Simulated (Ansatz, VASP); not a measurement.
## CuTe in two plane-wave programs

One calculation is typed for both programs; each brings its own data sets. How far apart do they land? The structure shown is the start of the Ansatz relaxation below; VASP solves that cell, so the two are compared at the walk's first step.

Main program and level: Ansatz 0.2.0; plane waves, with VASP 6.6.1 beside it; single point at PBEsol with D3(BJ).

### 1. Starting point

The cell holds 4 atoms: 2 Te and 2 Cu. Its edges and angles: a = 3.155 Å, b = 4.092 Å, c = 18.877 Å, α = 90.0°, β = 90.0°, γ = 90.0°. It derives from CuTe. As first built, before any earlier steps moved the atoms (in the runner's words): kind sheets cut from a layered crystal; sheets 1. Vacuum lies along c.

### 2. Ansatz: relaxation, PBEsol with D3(BJ)

Ansatz runs on its default PAW (the set named soft_2) files.

The two programs are compared at the cell with which this relaxation starts, whose forces are those of its first step.

input.yaml

```yaml
crystal:
  lattice:
    - [3.155, 0.0, 0.0]
    - [0.0, 4.092, 0.0]
    - [0.0, 0.0, 18.8772744]
  atoms:
    - { symbol: Te, position: [0.5, 0.5, 0.602696881] }
    - { symbol: Cu, position: [0.5, 0.0, 0.517429359] }
    - { symbol: Cu, position: [0.0, 0.5, 0.482570641] }
    - { symbol: Te, position: [0.0, 0.0, 0.397303119] }
kpoints:
  mp_grid: { grid: [8, 6, 1] }
scf:
  occupations: { method: fermi_dirac, width: 0.02 }
  n_extra_bands: 8
hamiltonian:
  xc: pbesol
  pseudopotentials: { kind: paw }
  dispersion: d3bj
output:
  forces: true
  write_potential: true
  volumetric_format: []
relax:
  f_tol: 0.03
  max_steps: 45
  cell: { fix: [c, alpha, beta] }
```

The run is started by

```console
ansatz run input.yaml --threads 4 --pin off --max-ram 12288MiB --backend cpu --events-out ev --progress --plain --runs-dir out
```

Numbers of over 12 decimals in the logs are rounded to 6 here.

Output:

```text
scf.n_extra_bands = 8 over 35 filled bands (N_el = 70.0): the run solves 43 bands
Engine: ansatz 0.2.0, x86_64-unknown-linux-gnu
Pseudopotentials: kind: paw
Pseudopotential: Te, paw, valence charge 16, recommended cutoff 420 eV (normal), Te.paw.azcp
Pseudopotential: Cu, paw, valence charge 19, recommended cutoff 420 eV (normal), Cu.paw.azcp
Functional definition: PBEsol
  exchange = pbesol_x
  correlation = pbesol_c
Crystal: 4 atoms, lattice volume = 243.711 Å³
Basis set: ecut = 420 eV, 4777 PW (Γ), exchange–correlation on 48×60×256 points (8 copies of the dense FFT grid, shifted against one another)
Bands: 43, of which v1, the nominal top of the filled ones, is band 35 counted from 1 (34 counted from 0)
Symmetry: 8 space group operations
Space group: Pmmn (ITA 59), of the structure as read, at distance tolerance 6.2e-5 Å
k-points: 20 of 48
Non-local potential: Te, projectors of the file, l = 0: 2, l = 1: 2, l = 2: 2, l = 3: 2
Non-local potential: Cu, projectors of the file, l = 0: 3, l = 1: 2, l = 2: 3, l = 3: 1
PAW form: soft (Blöchl's): semilocal exchange-correlation on the pseudo side does not see the compensation charge
PAW frozen core: Te, regenerated for the run's functional, and the local potential with it (the file was generated under x = pbe(κ = 0.804, μ = 0.219515), c = pbe(β = 0.066725))
PAW frozen core: Cu, regenerated for the run's functional, and the local potential with it (the file was generated under x = pbe(κ = 0.804, μ = 0.219515), c = pbe(β = 0.066725))
PAW one-centre angular grid: Te, 590 points (default); XC on 64 Gauss nodes
PAW one-centre angular grid: Cu, 590 points (default); XC on 64 Gauss nodes
Initial density: superposition of atomic densities (neutral atoms: chi_scale 0, normalization atom), corrected by the library's trained network
Initial wavefunctions: pseudopotential atomic-orbital guess
Functional: x = pbesol(κ = 0.804, μ = 0.123457), c = pbesol(β = 0.046)
SCF iter   1: F=—  HF=-26981.866584 eV  |F-HF|=—  |Δ(HF+E_count)|=         —  Δρ=6.53e-3  dr2=1.04e-1  ethr=1.77e-3  ⟨swp⟩=9.9  Hψ=4122  notcnv=0  defer=3
preconditioner: auto → LDOS  [insulator: Δε(μ)=0.093 eV  Ē_g=8.181 eV  σ=0.020 eV  W_gap=0.71  n_scr=40 (ndim 8)  ℏωp=13.9 eV  f_vac=0.623  D(μ)=1.78/eV (n_scr^D=6)  ε∞_Penn≈3.9  β→1.0]
SCF iter   2: F=—  HF=-26981.864856 eV  |F-HF|=—  |Δ(HF+E_count)|=   1.73e-3  Δρ=6.02e-3  dr2=5.63e-2  ethr=1.49e-4  ⟨swp⟩=3.4  Hψ=1856  notcnv=0  defer=70
SCF iter   3: F=—  HF=-26981.851021 eV  |F-HF|=—  |Δ(HF+E_count)|=   1.38e-2  Δρ=1.12e-3  dr2=2.87e-3  ethr=8.05e-5  ⟨swp⟩=2.6  Hψ=1441  notcnv=0  defer=70
SCF iter   4: F=—  HF=-26981.851148 eV  |F-HF|=—  |Δ(HF+E_count)|=   1.27e-4  Δρ=4.45e-4  dr2=1.37e-3  ethr=4.10e-6  ⟨swp⟩=2.5  Hψ=1432  notcnv=0  defer=70
SCF iter   5: F=—  HF=-26981.851141 eV  |F-HF|=—  |Δ(HF+E_count)|=   6.19e-6  Δρ=3.13e-4  dr2=3.50e-4  ethr=1.96e-6  ⟨swp⟩=2.8  Hψ=1327  notcnv=0  defer=70
SCF iter   6: F=—  HF=-26981.851157 eV  |F-HF|=—  |Δ(HF+E_count)|=   1.62e-5  Δρ=7.33e-5  dr2=3.70e-5  ethr=5.00e-7  ⟨swp⟩=2.0  Hψ=940  notcnv=0  defer=70
SCF iter   7: F=—  HF=-26981.851167 eV  |F-HF|=—  |Δ(HF+E_count)|=   9.04e-6  Δρ=1.64e-5  dr2=1.54e-6  ethr=5.28e-8  ⟨swp⟩=2.1  Hψ=1119  notcnv=0  defer=70
SCF iter   8: F=-26981.851167 eV  HF=-26981.851167 eV  |F-HF|=6.29e-8  |Δ(HF+E_count)|=   7.11e-7  Δρ=6.44e-6  dr2=7.00e-8  ethr=1.43e-10  ⟨swp⟩=8.9  Hψ=6252  notcnv=0
SCF 1 converged in 8 iterations: F = -26981.851167 eV  dr2 = 7.00e-8
  greatest PAW one-centre occupation: 1.000 electrons in one spin orbital (limit 2), on the Cu atom at site 2 (counted from 0), in its partial waves of l = 0
relax step   1: F+E_penalty+E_count = -26981.85116730 eV  Δ(F+E_penalty+E_count) = +0.000e0 eV  max|allowed force component| = 4.042e-1 eV/Å  Δτ_max = 0.0000 Å  P = -1.732 GPa  Ω = 243.711 Å³  fix = [c, alpha, beta]  reactions: c -1.102 GPa  (8 SCF iters, dr2 threshold 1.00e-7 eV, accepted)
[...]
relax step   4: F+E_penalty+E_count = -26981.98022271 eV  Δ(F+E_penalty+E_count) = -2.763e-3 eV  max|allowed force component| = 3.063e-2 eV/Å  Δτ_max = 0.0155 Å  P = +0.021 GPa  Ω = 226.142 Å³  energy of the carried Pulay correction = +2.126e-3 eV  fix = [c, alpha, beta]  reactions: c -0.011 GPa  (6 SCF iters, dr2 threshold 3.76e-7 eV, accepted)
[...]
relax step   5: F+E_penalty+E_count = -26981.98040801 eV  Δ(F+E_penalty+E_count) = -1.853e-4 eV  max|allowed force component| = 7.508e-3 eV/Å  Δτ_max = 0.0045 Å  P = -0.002 GPa  Ω = 226.379 Å³  energy of the carried Pulay correction = +2.097e-3 eV  fix = [c, alpha, beta]  reactions: c -0.025 GPa  (6 SCF iters, dr2 threshold 5.87e-8 eV, accepted)
[...]
relax step   6: F+E_penalty+E_count = -26981.97806684 eV  Δ(F+E_penalty+E_count) = +2.341e-3 eV  max|allowed force component| = 7.164e-3 eV/Å  Δτ_max = 0.0000 Å  P = +0.002 GPa  Ω = 226.379 Å³  fix = [c, alpha, beta]  reactions: c -0.021 GPa  stress off target by 1.64e-2 GPa on what of the cell is left free  SCF on the basis re-selected at this cell (its energy is not comparable with the rows above)  (8 SCF iters)
basis re-selected at this cell: Δ(F+E_penalty+E_count) = +2.341e-3 eV, ΔP = +0.003 GPa vs the last step (what re-selecting the basis moved, of the pressure what is left beyond the Pulay correction that the steps carried, after the strain that the cell walked since its last selection, with what the two solves' SCF thresholds leave and, on support functions, any second-order correction that the steps lacked; it is no measure of the basis error at this ecutwfc). The dense FFT grid was sized anew with the basis: this SCF ran on 24×27×128 points, the steps before it on 24×30×128, so part of this shift can come from that change (see relax.cell in the input reference). [rest of the remark cut]
SCF converged after 8 iterations
Free energy (F): -26981.978067 eV
Harris-Foulkes:  -26981.978067 eV  (|F-HF|=7.28e-12)
Internal energy: -26981.975974 eV  (E = F + TS)
E sigma→0 (E₀):  -26981.977020 eV
Entropy (-TS):   -0.002093 eV (-0.523 meV/atom)
Fermi energy:    1.745177 eV
--- Per-component energies (eV) ---
  E_band       = -2049.545192
  E_kinetic    = 965.052424
  E_local      = -75869.501914  (includes V_loc(G=0)·N_el)
  E_nonlocal   = 176.597941
  E_hartree    = 37395.624627
  E_xc         = -425.137088
  E_vxc        = -439.521475  (∫ρ·V_xc dr)
  E_paw        = -12429.820137  (= ΣΔE_a)
  E_vpaw       = -1673.420632  (= ΣTr[D̂ρ^β])
  E_aug_tail   = 0.000135  (compensation charges beyond the density's cutoff)
  E_ewald      = 23205.304459
  E_disp       = -1.258455  (pairwise vdW)
  E_core_change = 1.162035  (= ΣΔE_core)
  E_smearing   = -0.002093  (= −TS)
  E_closure    = 0.000000  (closes the sum)
  Σ components = -26981.978067   (vs F -26981.978067, Δ=0.00e0)
--- Forces (eV/Å), atoms counted from 1 ---
  atom   1  Te     0.00000000    -0.00000000    -0.00196117
  atom   2  Cu     0.00000000    -0.00000000    -0.00716406
  atom   3  Cu    -0.00000000     0.00000000     0.00716406
  atom   4  Te    -0.00000000     0.00000000     0.00196117
  max |Σ_I F_I| component: 1.30e-18 eV/Å
--- Stress (GPa, compression-positive) ---
        0.016424       0.000000      -0.000000
        0.000000       0.009508       0.000000
       -0.000000       0.000000      -0.021409
  P = ⅓ Tr σ = 0.0015 GPa (0.015 kbar)
--- Band table (eV; the first three rows and the last of 20) ---
  k-point 0: bands = [... 31 lower, -0.2614, -0.0438, 1.8567, 3.7146, 3.9495, 4.7260, 5.0462, 5.6971, ... 4 higher]
  k-point 1: bands = [... 31 lower, -0.1776, -0.1643, 0.7704, 4.1826, 4.3144, 4.7437, 5.1006, 6.1088, ... 4 higher]
  k-point 2: bands = [... 31 lower, -0.4538, -0.4135, -0.0606, 3.7200, 4.6636, 4.6860, 5.1847, 6.3199, ... 4 higher]
  k-point 19: bands = [... 31 lower, -0.5189, -0.1380, -0.1380, 0.1614, 0.1614, 4.5777, 4.5777, 4.9335, ... 4 higher]
--- Relaxed structure (5 steps of the walk, 5 accepted, 1 SCFs on fresh bases) ---
  F+E_penalty+E_count = -26981.97806684 eV   max|allowed force component| = 7.164e-3 eV/Å   (the final SCF, on the basis selected at the relaxed cell)
  cell:  # Å, volume = 226.3793 Å³
    - [3.088254, 0.0, 0.0]
    - [0.0, 3.883153, 0.0]
    - [0.0, 0.0, 18.8772744]
  atoms:
    - { symbol: Te, position: [0.5, 0.500000, 0.603683] }
    - { symbol: Cu, position: [0.5, 0.0, 0.515060] }
    - { symbol: Cu, position: [0.0, 0.500000, 0.484940] }
    - { symbol: Te, position: [0.0, 0.0, 0.396317] }
```

In the SCF lines HF is the Harris–Foulkes energy and dr2 the Hartree energy of the density residual, in eV; the loop may stop once dr2 is under the threshold and the program's other checks hold. Hψ counts applications of the Hamiltonian.

### 3. VASP: single point, PBEsol with D3(BJ), start cell

The same cell, functional, mesh and smearing now go to VASP, with its own data sets.

Lines of VASP's logs that name or quote its potential files are left out, and so is its time.

INCAR

```
SYSTEM = CuTe
PREC = Accurate
ENCUT = 520
EDIFF = 1E-06
NELM = 120
ISMEAR = -1
SIGMA = 0.02
LREAL = .FALSE.
ALGO = Normal
GGA = PS
IVDW = 12
NBANDS = 23
LASPH = .TRUE.
LORBIT = 11
LWAVE = .FALSE.
LCHARG = .FALSE.
ISIF = 2
GGA_COMPAT = .FALSE.
```

POSCAR

```
CuTe
1.0
    3.1550000000      0.0000000000      0.0000000000
    0.0000000000      4.0920000000      0.0000000000
    0.0000000000      0.0000000000     18.8772740000
Te Cu
2 2
Direct
    0.5000000000      0.5000000000      0.6026968724
    0.0000000000      0.0000000000      0.3973031276
    0.5000000000      0.0000000000      0.5174293704
    0.0000000000      0.5000000000      0.4825706296
```

KPOINTS

```
Automatic mesh
0
Gamma
8 6 1
0 0 0
```

PAW data sets: Te and Cu (PBE family, release 64).

The run is started by

```console
mpirun -np 1 vasp_std
```

Output:

```text
[banner, memory and clock lines left out]
running    1 mpi-ranks, on    1 nodes
 distrk:  each k-point on    1 cores,    1 groups
 distr:  one band on    1 cores,    1 groups

 POSCAR found type information on POSCAR TeCu
 POSCAR found :  2 types and       4 ions
|                                                                             |
|               ----> ADVICE to this user running VASP <----                  |
|                                                                             |
|     You enforced a specific xc type in the INCAR file but a different       |
|     [... a line on the potential file left out ...]
|     I HOPE YOU KNOW WHAT YOU ARE DOING!                                     |
|                                                                             |

 LDA part: xc-table for (Slater+PW92), standard interpolation
 POSCAR, INCAR and KPOINTS ok, starting setup
 FFT: planning ... GRIDC
 FFT: planning ... GRID_SOFT
 FFT: planning ... GRID
 WAVECAR not read
 entering main loop
       N       E                     dE             d eps       ncg     rms          rms(c)
DAV:   1     0.254510477554E+03    0.25451E+03   -0.12304E+04   920   0.125E+03
DAV:   2     0.790703973636E+01   -0.24660E+03   -0.23145E+03   969   0.288E+02
DAV:   3    -0.162412651194E+02   -0.24148E+02   -0.23304E+02  1243   0.113E+02
DAV:   4    -0.176028416332E+02   -0.13616E+01   -0.13511E+01  1242   0.274E+01
DAV:   5    -0.176601443407E+02   -0.57303E-01   -0.57291E-01  1456   0.531E+00    0.155E+01
DAV:   6    -0.182358311622E+02   -0.57569E+00   -0.34672E+01  1144   0.153E+02    0.117E+01
DAV:   7    -0.157936859415E+02    0.24421E+01   -0.96894E+00  1186   0.896E+01    0.335E+00
DAV:   8    -0.158748137089E+02   -0.81128E-01   -0.14363E+00  1471   0.200E+01    0.251E+00
DAV:   9    -0.158196834979E+02    0.55130E-01   -0.42265E-01  1277   0.173E+01    0.136E+00
DAV:  10    -0.158232365404E+02   -0.35530E-02   -0.55666E-02  1172   0.715E+00    0.951E-01
DAV:  11    -0.158176663793E+02    0.55702E-02   -0.10241E-02  1366   0.304E+00    0.185E-01
DAV:  12    -0.158175157616E+02    0.15062E-03   -0.48295E-03  1485   0.103E+00    0.924E-02
DAV:  13    -0.158175504935E+02   -0.34732E-04   -0.30249E-04  1443   0.166E-01    0.165E-01
DAV:  14    -0.158175674430E+02   -0.16949E-04   -0.23198E-05  1460   0.107E-01    0.107E-01
[...]
DAV:  19    -0.158176374070E+02   -0.18514E-04   -0.38721E-06   999   0.103E-02    0.682E-02
DAV:  20    -0.158176697725E+02   -0.32365E-04   -0.65583E-06  1060   0.365E-02    0.869E-03
DAV:  21    -0.158176832607E+02   -0.13488E-04   -0.11088E-06   811   0.121E-02    0.199E-02
DAV:  22    -0.158177027418E+02   -0.19481E-04   -0.14878E-06   786   0.326E-02    0.192E-02
DAV:  23    -0.158177088070E+02   -0.60652E-05   -0.47686E-07   761   0.384E-03    0.115E-02
DAV:  24    -0.158177105624E+02   -0.17554E-05   -0.10830E-07   670   0.356E-03    0.467E-03
DAV:  25    -0.158177124318E+02   -0.18694E-05   -0.15740E-07   712   0.104E-02    0.675E-04
DAV:  26    -0.158177127671E+02   -0.33534E-06   -0.55152E-08   768   0.204E-03
   1 F= -.16987242E+02 E0= -.16986114E+02  d E =-.225572E-02
```

From OUTCAR (step 3):

```text
ion  position               nearest neighbor table
   1  0.500  0.500  0.603-   3 2.60   3 2.60   4 2.76   4 2.76
   2  0.000  0.000  0.397-   4 2.60   4 2.60   3 2.76   3 2.76
   3  0.500  0.000  0.517-   1 2.60   1 2.60   4 2.67   4 2.67   4 2.67   4 2.67   2 2.76   2 2.76

  LATTYP: Found a simple orthorhombic cell.
 ALAT       =     3.1550000000
 B/A-ratio  =     1.2969889065
 C/A-ratio  =     5.9832881141

 Subroutine GETGRP returns: Found  8 space group operations
 (whereof  4 operations were pure point group operations)

The static configuration has the point symmetry C_2v.
 The point group associated with its full space group is D_2h.

 Found     20 irreducible k-points:

   k-points           NKPTS =     20   k-points in BZ     NKDIM =     20   number of bands    NBANDS=     23

   dimension x,y,z NGX =    24 NGY =   30 NGZ =  140
   dimension x,y,z NGXF=    48 NGYF=   60 NGZF=  280

   ENCUT  =  520.0 eV  38.22 Ry    6.18 a.u.   5.87  7.61 35.10*2*pi/ulx,y,z

   NELECT =      34.0000    total number of electrons

 k-points in reciprocal lattice and weights: Automatic mesh
   0.00000000  0.00000000  0.00000000       0.021
   0.12500000  0.00000000  0.00000000       0.042
   0.25000000  0.00000000  0.00000000       0.042
   0.37500000  0.00000000  0.00000000       0.042
   0.50000000  0.00000000  0.00000000       0.021
   0.00000000  0.16666667  0.00000000       0.042
   0.12500000  0.16666667  0.00000000       0.083
   0.25000000  0.16666667  0.00000000       0.083
   0.37500000  0.16666667  0.00000000       0.083
[...]
0.37500000  0.50000000  0.00000000       0.042
   0.50000000  0.50000000  0.00000000       0.021

 average (electrostatic) potential at core
       1 -94.9823       2 -94.9823       3 -71.4458       4 -71.4458

 E-fermi :  -0.6107

 k-point     1 :       0.0000    0.0000    0.0000
  band No.  band energies     occupation
    ...
     11      -2.9677      2.00000
     12      -2.7885      2.00000
     13      -2.6239      2.00000
     14      -2.3036      2.00000
     15      -2.1456      2.00000
     16      -0.5335      0.04121
     17       1.4267      0.00000
     18       1.5434      0.00000
     19       1.9237      0.00000
     20       2.5320      0.00000
    ...

 k-point     2 :       0.1250    0.0000    0.0000
  band No.  band energies     occupation
    ...
     11      -3.0031      2.00000
     12      -2.9385      2.00000
     13      -2.7349      2.00000
     14      -1.9689      2.00000
     15      -1.9161      2.00000
     16      -0.4293      0.00023
     17      -0.0506      0.00000
     18       0.7707      0.00000
     19       1.6360      0.00000
     20       2.0982      0.00000
    ...

 k-point     3 :       0.2500    0.0000    0.0000
  band No.  band energies     occupation
    ...
     13      -2.6427      2.00000
     14      -2.1003      2.00000
     15      -1.4709      2.00000
     16      -1.4135      2.00000
     17      -1.2843      2.00000
     18      -0.1521      0.00000
     19       2.1452      0.00000
     20       2.6124      0.00000
     21       3.7816      0.00000
     22       4.4154      0.00000
    ...

 Edisp (eV)   -1.16953

  Total      -2.46700    -3.55103    -1.54651     0.00000     0.00000     0.00000
  in kB     -16.21829   -23.34486   -10.16692     0.00000     0.00000     0.00000
  external pressure =      -16.58 kB  Pullay stress =        0.00 kB

  energy-cutoff  :      520.00
  volume of cell :      243.71
      direct lattice vectors                 reciprocal lattice vectors
     3.155000000  0.000000000  0.000000000     0.316957211  0.000000000  0.000000000
     0.000000000  4.092000000  0.000000000     0.000000000  0.244379277  0.000000000
     0.000000000  0.000000000 18.877274000     0.000000000  0.000000000  0.052973750

 POSITION                                       TOTAL-FORCE (eV/Angst)
 -----------------------------------------------------------------------------------
      1.57750      2.04600     11.37727         0.000000      0.000000     -0.364128
      0.00000      0.00000      7.50000         0.000000      0.000000      0.364128
      1.57750      0.00000      9.76766         0.000000      0.000000     -0.136529
      0.00000      2.04600      9.10962         0.000000      0.000000      0.136529
 -----------------------------------------------------------------------------------
    total drift:                                0.000000      0.000000     -0.000000

  FREE ENERGIE OF THE ION-ELECTRON SYSTEM (eV)
  ---------------------------------------------------
  free  energy   TOTEN  =       -16.9872422007 eV

  energy  without entropy=      -16.9849864787  energy(sigma->0) =      -16.98611434

 total charge
# of ion       s       p       d       tot
------------------------------------------
    1        1.398   1.882   0.052   3.333
    2        1.398   1.882   0.052   3.333
    3        0.387   0.347   9.219   9.952
    4        0.387   0.347   9.219   9.952
--------------------------------------------------
tot          3.570   4.458  18.541  26.570

[... 3 further parts left out ...]
```

This run has no spin polarisation, so a moment on Cu, if there is one, isn't seen. The PAW data sets were made with PBE, which is usual practice but a small mismatch for other functionals.

### 4. Comparison

Known differences besides the potentials themselves: the data sets hold 70 valence electrons in Ansatz (on its default PAW (the set named soft_2) files) and 34 in VASP; the cutoff is 420 eV in Ansatz and 520 eV in VASP; Ansatz makes its cores anew for this functional, VASP keeps those of its PBE data sets. Total energies have different zeros and are not compared.

Forces (eV/Å; atoms numbered as in POSCAR):

```csv
atom,"Ansatz x, y, z","VASP x, y, z"
Te1,"0.000, 0.000, -0.404","0.000, 0.000, -0.364"
Te2,"0.000, 0.000, 0.404","0.000, 0.000, 0.364"
Cu3,"0.000, 0.000, -0.139","0.000, 0.000, -0.137"
Cu4,"0.000, 0.000, 0.139","0.000, 0.000, 0.137"
```

The forces differ by 16 meV/Å r.m.s., which is 10.3 % of the r.m.s. force of 0.159 eV/Å (both taken over all components). With vacuum in the cell, a pressure given here is an average over mostly empty space and none of the material.

### 5. Outcome

| Quantity | Value |
| --- | --- |
| r.m.s. force difference (single point, PBEsol with D3(BJ), start cell) | 16 meV/Å |

In words: The r.m.s. force difference is 16 meV/Å (single point, PBEsol with D3(BJ), start cell), beyond the 12 meV/Å picked in this series as the mark of a large difference. The data sets hold unlike numbers of valence electrons (70 in Ansatz and 34 in VASP), so part of the differences comes from the potentials. What causes the difference of the single point, PBEsol with D3(BJ), start cell pair stays open here. Such differences can come from data sets, numerical settings and the points named under the comparisons, not from the functional's error against experiment.

[Lines on the potential files, build, host, timing and source positions are cut from VASP's logs without a mark.]

[Logs are printed without paths, hosts, clocks, repeated set-up lines and the standing remarks that a program may print on its own settings, such as how far it seeks lower states.]

[Hosts, paths, dates, database ids (printed as entryN), source tags and the programs' standing remarks are cut or masked in the printed files.]
